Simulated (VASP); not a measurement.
# PdPt in VASP: further runs

The runs below take PdPt through band structure, with PBEsol.

All numbers are computed with VASP 6.6.1; they aren't measurements. Logs are shortened: lines on timing, memory, paths and dates and some standing lists are left out, and cuts for length are marked.

## (1) The slab as given

The cell holds a slab with vacuum, 6 atoms: a = 2.767 Å, b = 2.767 Å, c = 26.401 Å, α = 90.00°, β = 90.00°, γ = 120.00°.

## (2) Band structure, PBEsol

The input, INCAR:

```
SYSTEM = PdPt
  ALGO = Normal
  DIPOL = 0.5 0.5 0.500
  EDIFF = 1E-6
  ENCUT = 520
  GGA = PS
  IDIPOL = 3
  ISIF = 2
  ISMEAR = -1
  LASPH = .True.
  LCHARG = .False.
  LDIPOL = .True.
  LMAXMIX = 4
  LREAL = .False.
  LWAVE = .False.
  NBANDS = 39
  NELM = 80
  PREC = Accurate
  SIGMA = 0.05
```

The input, KPOINTS:

```
k-points
0
Gamma
  8 8 1
  0 0 0
```

The input, POSCAR:

```
PdPt
1.0
    2.7668025956      0.0000000000      0.0000000000
   -1.3834012978      2.3961213350      0.0000000000
    0.0000000000      0.0000000000     26.4009171702
Pt Pd
3 3
Direct
    0.3333333333      0.6666666667      0.2840810397
    0.0000000000      0.0000000000      0.4568162079
    0.6666666666      0.3333333333      0.6295513762
    0.6666666667      0.3333333333      0.3704486238
    0.3333333333      0.6666666667      0.5431837921
    0.0000000000      0.0000000000      0.7159189603
```

The input, KPOINTS_OPT:

```
path GMKGALHA,LM,KH
10
line-mode
reciprocal
 0.0000000000  0.0000000000  0.0000000000  G
 0.5000000000  0.0000000000  0.0000000000  M

 0.5000000000  0.0000000000  0.0000000000  M
 0.3333333333  0.3333333333  0.0000000000  K

 0.3333333333  0.3333333333  0.0000000000  K
 0.0000000000  0.0000000000  0.0000000000  G

 0.0000000000  0.0000000000  0.0000000000  G
 0.0000000000  0.0000000000  0.5000000000  A

 0.0000000000  0.0000000000  0.5000000000  A
 0.5000000000  0.0000000000  0.5000000000  L

 0.5000000000  0.0000000000  0.5000000000  L
 0.3333333333  0.3333333333  0.5000000000  H

 0.3333333333  0.3333333333  0.5000000000  H
 0.0000000000  0.0000000000  0.5000000000  A

 0.5000000000  0.0000000000  0.5000000000  L
 0.5000000000  0.0000000000  0.0000000000  M

 0.3333333333  0.3333333333  0.0000000000  K
 0.3333333333  0.3333333333  0.5000000000  H
```

Potentials or basis: VASP PAW PBE potentials, release 64 (Pt, Pd).

On the command line:

```sh
$ cat potpaw_PBE.64/Pt/POTCAR potpaw_PBE.64/Pd/POTCAR > POTCAR
$ mpirun -np 1 vasp_std > vasp.out
```

OUTCAR:

```text
SYSTEM = PdPt
   EDIFF = 1E-6
   ENCUT = 520
   GGA = PS
   ISIF = 2
   ISMEAR = -1
   LASPH = .True.
   LREAL = .False.
   NELM = 80
   PREC = Accurate

 ion  position               nearest neighbor table
   1  0.333  0.667  0.284-   4 2.78   4 2.78   4 2.78
   2  0.000  0.000  0.457-   4 2.78   4 2.78   4 2.78   5 2.78   5 2.78   5 2.78
   3  0.667  0.333  0.630-   5 2.78   6 2.78   6 2.78   5 2.78   5 2.78   6 2.78
   4  0.667  0.333  0.370-   1 2.78   2 2.78   1 2.78   2 2.78   2 2.78   1 2.78
   5  0.333  0.667  0.543-   3 2.78   3 2.78   3 2.78   2 2.78   2 2.78   2 2.78
   6  0.000  0.000  0.716-   3 2.78   3 2.78   3 2.78

  LATTYP: Found a hexagonal cell.
 ALAT       =     2.7668025956
 C/A-ratio  =     9.5420313730

  Lattice vectors:

 A1 = (   2.7668025956,   0.0000000000,   0.0000000000)
 A2 = (  -1.3834012978,   2.3961213350,   0.0000000000)
 A3 = (   0.0000000000,   0.0000000000,  26.4009171702)

Analysis of symmetry for initial positions (statically):
=====================================================================
 Subroutine PRICEL returns:
 Original cell was already a primitive cell.

 Routine SETGRP: Setting up the symmetry group for a
 hexagonal supercell.

 Subroutine GETGRP returns: Found  6 space group operations
 (whereof  6 operations were pure point group operations)
 out of a pool of 24 trial point group operations.

The static configuration has the point symmetry C_3v.

Analysis of symmetry for dynamics (positions and initial velocities):
=====================================================================
 Subroutine PRICEL returns:
 Original cell was already a primitive cell.

 Routine SETGRP: Setting up the symmetry group for a
 hexagonal supercell.

 Subroutine GETGRP returns: Found  6 space group operations
 (whereof  6 operations were pure point group operations)
 out of a pool of 24 trial point group operations.

The dynamic configuration has the point symmetry C_3v.

 Subroutine INISYM returns: Found  6 space group operations
 (whereof  6 operations are pure point group operations),
 and found     1 'primitive' translations

----------------------------------------------------------------------------------------

                                     Primitive cell

  volume of cell :     175.0274

  direct lattice vectors                    reciprocal lattice vectors
     2.766802596  0.000000000  0.000000000     0.361428026  0.208670568  0.000000000
    -1.383401298  2.396121335  0.000000000     0.000000000  0.417341136  0.000000000
     0.000000000  0.000000000 26.400917170     0.000000000  0.000000000  0.037877472

  length of vectors
     2.766802596  2.766802596 26.400917170     0.417341136  0.417341136  0.037877472

  position of ions in fractional coordinates (direct lattice)
     0.333333333  0.666666667  0.284081040
     0.000000000  0.000000000  0.456816208
     0.666666667  0.333333333  0.629551376
     0.666666667  0.333333333  0.370448624
     0.333333333  0.666666667  0.543183792
     0.000000000  0.000000000  0.715918960

  ion indices of the primitive-cell ions
   primitive index   ion index
                 1           1
                 2           2
                 3           3
                 4           4
                 5           5
                 6           6

----------------------------------------------------------------------------------------

 KPOINTS: k-points

Automatic generation of k-mesh.
 Grid dimensions read from file:
 generate k-points for:    8    8    1

 Generating k-lattice:

  Cartesian coordinates                     Fractional coordinates (reciprocal lattice)
     0.045178503  0.026083821  0.000000000     0.125000000 -0.000000000  0.000000000
     0.000000000  0.052167642  0.000000000     0.000000000  0.125000000  0.000000000
     0.000000000  0.000000000  0.037877472     0.000000000  0.000000000  1.000000000

  Length of vectors
     0.052167642  0.052167642  0.037877472

  Shift w.r.t. Gamma in fractional coordinates (k-lattice)
     0.000000000  0.000000000  0.000000000

 Subroutine IBZKPT returns following result:
 ===========================================

 Found     10 irreducible k-points:

 Following reciprocal coordinates:
            Coordinates               Weight
  0.000000  0.000000  0.000000      1.000000
  0.125000 -0.000000  0.000000      6.000000
  0.250000 -0.000000  0.000000      6.000000
  0.375000 -0.000000  0.000000      6.000000
  0.500000 -0.000000  0.000000      3.000000
  0.125000  0.125000  0.000000      6.000000
  0.250000  0.125000  0.000000     12.000000
  0.375000  0.125000  0.000000     12.000000
  0.250000  0.250000  0.000000      6.000000
  0.375000  0.250000  0.000000      6.000000
   k-points           NKPTS =     10   k-points in BZ     NKDIM =     10   number of bands    NBANDS=     39
   number of dos      NEDOS =    301   number of ions     NIONS =      6
   total plane-waves  NPLWV = 112896
   dimension x,y,z NGX =    24 NGY =   24 NGZ =  196
   dimension x,y,z NGXF=    48 NGYF=   48 NGZF=  392
   ions per type =               3   3
   NGX,Y,Z   is equivalent  to a cutoff of  14.42, 14.42, 12.34 a.u.
   NGXF,Y,Z  is equivalent  to a cutoff of  28.84, 28.84, 24.68 a.u.
 SYSTEM =  PdPt
   PREC   = accura    normal or accurate (medium, high low for compatibility)
   ISTART =      0    job   : 0-new  1-cont  2-samecut
   ICHARG =      2    charge: 1-file 2-atom 10-const
   ISPIN  =      1    spin polarized calculation?
   LNONCOLLINEAR =      F non collinear calculations
   LSORBIT =      F    spin-orbit coupling
   LASPH  =      T    aspherical Exc in radial PAW
   ENCUT  =  520.0 eV  38.22 Ry    6.18 a.u.   5.14  5.14 49.09*2*pi/ulx,y,z
   NELM   =     80;   NELMIN=  2; NELMDL= -5     # of ELM steps
   EDIFF  = 0.1E-05   stopping-criterion for ELM
   LREAL  =      F    real-space projection
   EDIFFG = 0.1E-04   stopping-criterion for IOM
   NSW    =      0    number of steps for IOM
   IBRION =     -1    ionic relax: 0-MD 1-quasi-New 2-CG
   NFREE  =      0    steps in history (QN), initial steepest desc. (CG)
   ISIF   =      2    stress and relaxation
   ISYM   =      2    0-nonsym 1-usesym 2-fastsym
   POTIM  = 0.5000    time-step for ionic-motion
   TEBEG  =    0.0;   TEEND  =   0.0 temperature during run
   PSTRESS=    0.0 pullay stress
   NELECT =      60.0000    total number of electrons
   NUPDOWN=      -1.0000    fix difference up-down
   EMIN   =  10.00;   EMAX   =-10.00  energy-range for DOS
   EFERMI =   0.00;   METHOD = LEGACY
   ISMEAR =    -1;   SIGMA  =   0.05  broadening in eV -4-tet -1-fermi 0-gaus
   EFERMI_NEDOS =   21; number of points for ismear=-14 and -15
   IALGO  =     38    algorithm
   IMIX   =      4    mixing-type and parameters
     AMIX     =   0.40;   BMIX     =  1.00
     AMIX_MAG =   1.60;   BMIX_MAG =  1.00
  volume/ion in A,a.u.               =      29.17       196.86
  Fermi-wavevector in a.u.,A,eV,Ry     =   1.145750  2.165154 17.860958  1.312743
  Thomas-Fermi vector in A             =   2.282437
   LORBIT       =      0    0 simple, 1 ext, 2 COOP (PROOUT), +10 PAW based schemes
   GGA     = PS    functional components
   LHFCALC =     F    Hartree Fock is set to
   AEXX    =    0.0000 exact exchange contribution
   IVDW    =     0    specifies the selected vdW correction
   LEPSILON=     F    determine dielectric tensor
   LRPA    =     F    only Hartree local field effects (RPA)
 non-spin polarized calculation
  energy-cutoff  :      520.00
  volume of cell :      175.03
 maximum number of plane-waves:      4737
 NGX is ok and might be reduce to    24
   NGX = 11   NGY = 11   NGZ = 99

 dipolmoment           0.000000      0.000000      0.003678 electrons x Angstroem

 number of electron      60.0000003 magnetization

 dipolmoment           0.000000      0.000000     -0.018350 electrons x Angstroem

 Free energy of the ion-electron system (eV)
  ---------------------------------------------------
  ext. energy  EPLUGINS =         0.00000000
  ---------------------------------------------------
  free energy    TOTEN  =       -37.41260014 eV

  energy without entropy =      -37.29727325  energy(sigma->0) =      -37.35493669

 E-fermi :   2.5741     XC(G=0):  -7.6323

 val. band max:        2.5716456731   @ k =   0.2500   0.2500   0.0000
 cond. band min:       2.5768344136   @ k =   0.1250  -0.0000   0.0000
 fundamental gap:      0.0051887406
 Fermi energy:         2.5740537623

 k-point     1 :       0.0000    0.0000    0.0000
  band No.  band energies     occupation
      1      -6.1543      2.00000
      2      -5.6525      2.00000
      3      -5.0124      2.00000
      4      -3.4081      2.00000
      5      -3.1875      2.00000
      6      -2.8093      2.00000
[... 31 lines left out ...]
     38       7.7105      0.00000
     39       8.2078      0.00000

 k-point     2 :       0.1250   -0.0000    0.0000
  band No.  band energies     occupation
      1      -5.6136      2.00000
      2      -5.1152      2.00000
      3      -4.4628      2.00000
      4      -3.0200      2.00000
      5      -2.7916      2.00000
      6      -2.4307      2.00000
[... 31 lines left out ...]
     38       8.1201      0.00000
     39       8.5658      0.00000

 k-point     3 :       0.2500   -0.0000    0.0000
  band No.  band energies     occupation
      1      -4.3330      2.00000
      2      -3.9463      2.00000
      3      -3.3731      2.00000
      4      -2.5630      2.00000
      5      -2.2917      2.00000
      6      -2.1869      2.00000
[... 244 lines left out ...]
 k-point     9 :       0.2500    0.2500    0.0000
  band No.  band energies     occupation
      1      -2.6790      2.00000
      2      -2.5470      2.00000
      3      -2.3771      2.00000
      4      -2.2593      2.00000
      5      -2.1807      2.00000
      6      -1.9993      2.00000
[... 31 lines left out ...]
     38      10.4994      0.00000
     39      10.9094      0.00000

 k-point    10 :       0.3750    0.2500    0.0000
  band No.  band energies     occupation
      1      -2.6464      2.00000
      2      -2.5060      2.00000
      3      -2.2329      2.00000
      4      -2.2105      2.00000
      5      -2.0439      2.00000
      6      -1.9062      2.00000
[... 31 lines left out ...]
     38       9.7002      0.00000
     39      10.4626      0.00000

------------------------ aborting loop because EDIFF is reached ----------------------------------------

 vacuum level on the upper side and lower side of the slab       (xc-potential included)        -0.590        -0.104

  FORCE on cell =-STRESS in cart. coord.  units (eV):
  Direction    XX          YY          ZZ          XY          YZ          ZX
  --------------------------------------------------------------------------------------
  -------------------------------------------------------------------------------------
  Total       -5.9343653     -5.9343653     -3.2157206      0.0000000      0.0000000      0.0000000
  in kB      -54.3223890    -54.3223890    -29.4362779      0.0000000      0.0000000      0.0000000
  external PRESSURE =     -46.0270186 kB  Pullay stress =       0.0000000 kB

 VOLUME and BASIS-vectors are now :
 -----------------------------------------------------------------------------
  energy-cutoff  :      520.00
  volume of cell :      175.03
      direct lattice vectors                 reciprocal lattice vectors
     2.766802596  0.000000000  0.000000000     0.361428026  0.208670568  0.000000000
    -1.383401298  2.396121335  0.000000000     0.000000000  0.417341136  0.000000000
     0.000000000  0.000000000 26.400917170     0.000000000  0.000000000  0.037877472

 POSITION                                       TOTAL-FORCE (eV/Angst)
 -----------------------------------------------------------------------------------
     -0.00000      1.59741      7.50000         0.000000     -0.000000      0.188694
      0.00000      0.00000     12.06037        -0.000000      0.000000     -0.012944
      1.38340      0.79871     16.62073        -0.000000      0.000000     -0.140524
      1.38340      0.79871      9.78018        -0.000000      0.000000      0.153651
     -0.00000      1.59741     14.34055         0.000000      0.000000      0.004077
      0.00000      0.00000     18.90092         0.000000      0.000000     -0.192954
 -----------------------------------------------------------------------------------
    total drift:                                0.000000     -0.000000      0.000122

  FREE ENERGIE OF THE ION-ELECTRON SYSTEM (eV)
  ---------------------------------------------------
  free  energy   TOTEN  =       -37.4126001399 eV

  energy  without entropy=      -37.2972732455  energy(sigma->0) =      -37.35493669

 vacuum level on the upper side and lower side of the slab         7.536         8.028
```

Wall time 4.5 min (1 thread of Intel Xeon 6975P-C (Granite Rapids), shared host); peak memory 0.4 GiB.

What came out:

| Item | Value |
| --- | --- |
| Free energy | -37.4126 eV |
| Largest force | 0.193 eV/Å |
| Band gap along the path | none (metal or under the smearing width) |

Forces on the atoms (eV/Å):
```
Pt   0.000  0.000  0.189
Pt   0.000  0.000 -0.013
Pt   0.000  0.000 -0.141
Pd   0.000  0.000  0.154
Pd   0.000  0.000  0.004
Pd   0.000  0.000 -0.193
```

Levels at the corners of the path, in eV from the Fermi level:
```csv
point,band 27,band 28,band 29,band 30,band 31,band 32,band 33,band 34
Γ,-1.33,-1.07,-1.07,-0.65,-0.65,-0.22,-0.22,-0.02
M,0.18,0.39,0.46,0.65,0.95,2.03,2.75,2.91
M,0.18,0.39,0.46,0.65,0.95,2.03,2.75,2.91
K,-0.41,-0.25,-0.19,-0.14,4.87,4.93,5.20,6.27
K,-0.41,-0.25,-0.19,-0.14,4.87,4.93,5.20,6.27
Γ,-1.33,-1.07,-1.07,-0.65,-0.65,-0.22,-0.22,-0.02
Γ,-1.33,-1.07,-1.07,-0.65,-0.65,-0.22,-0.22,-0.02
A,-1.33,-1.07,-1.07,-0.65,-0.65,-0.22,-0.22,-0.02
A,-1.33,-1.07,-1.07,-0.65,-0.65,-0.22,-0.22,-0.02
L,0.18,0.39,0.46,0.65,0.95,2.03,2.75,2.91
L,0.18,0.39,0.46,0.65,0.95,2.03,2.75,2.91
H,-0.41,-0.25,-0.19,-0.14,4.87,4.93,5.20,6.27
H,-0.41,-0.25,-0.19,-0.14,4.87,4.93,5.20,6.27
A,-1.33,-1.07,-1.07,-0.65,-0.65,-0.22,-0.22,-0.02
L,0.18,0.39,0.46,0.65,0.95,2.03,2.75,2.91
M,0.18,0.39,0.46,0.65,0.95,2.03,2.75,2.91
K,-0.41,-0.25,-0.19,-0.14,4.87,4.93,5.20,6.27
H,-0.41,-0.25,-0.19,-0.14,4.87,4.93,5.20,6.27
```

Caveat: the PAW data sets were made with another functional, which shifts forces and pressure a little; spin-orbit coupling is left out, which moves the levels of the heavy elements.

## (3) Band structure, PBEsol, spin-orbit coupling, no magnetisation

Changes to INCAR since step 2:

```diff
@@ -6,2 +6,3 @@
   GGA = PS
+  GGA_COMPAT = .False.
   IDIPOL = 3
@@ -13,5 +14,8 @@
   LMAXMIX = 4
+  LORBIT = 11
   LREAL = .False.
+  LSORBIT = .True.
   LWAVE = .False.
-  NBANDS = 39
+  MAGMOM = 0 0 0 0 0 0 0 0 0 0 0 0 0 0 0 0 0 0
+  NBANDS = 76
   NELM = 80
```

KPOINTS is that of step 2.

POSCAR is that of step 2.

KPOINTS_OPT is that of step 2.

Potentials or basis: VASP PAW PBE potentials, release 64 (Pt, Pd).

On the command line:

```sh
$ cat potpaw_PBE.64/Pt/POTCAR potpaw_PBE.64/Pd/POTCAR > POTCAR
$ mpirun -np 1 vasp_ncl > vasp.out
```

Run time: 28 min. Hardware: 1 thread of Intel Xeon 6975P-C (Granite Rapids), shared host; peak memory 0.97 GiB.

The run converged. Its results:

```
Free energy                                           : -38.8108 eV
Largest force                                         : 0.200 eV/Å
Valence electrons inside the program's atomic spheres : Pt 9.07, 9.20, 9.19; Pd 9.43, 9.44, 9.30
```

Forces in eV/Å, atoms in the order of the input:
```
Pt   0.000  0.000  0.155
Pt   0.000  0.000 -0.003
Pt   0.000  0.000 -0.085
Pd   0.000  0.000  0.146
Pd   0.000  0.000 -0.013
Pd   0.000  0.000 -0.200
```

Caveat: the PAW data sets were made with another functional, which shifts forces and pressure a little.
